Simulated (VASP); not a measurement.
Input:

```xyz
1
Lattice="0.0000 2.6951 2.6951 2.6951 0.0000 2.6951 2.6951 2.6951 0.0000" Properties=species:S:1:pos:R:3 pbc="T T T"
Yb     0.0000     0.0000     0.0000
```

The numbers are results of PBE GGA with D4 dispersion, VASP's PBE PAW potentials (set 64) (plane waves; VASP), not measurements. Run with 520 eV cut-off, 9×9×9 Γ-centred mesh, Gaussian smearing of 0.050 eV, potentials Yb_2.

The 4f electrons are frozen in the core of the lanthanide potential, so 4f levels, which can set the real gap, and their magnetism are missing.

### Question
Estimate the energy per atom (σ→0).

### Answer

The energy per atom (σ→0) is -1.639 eV/atom.

The compound is Yb in the fcc structure. This cell is one point of a volume scan, at 1.03 of the reference volume.
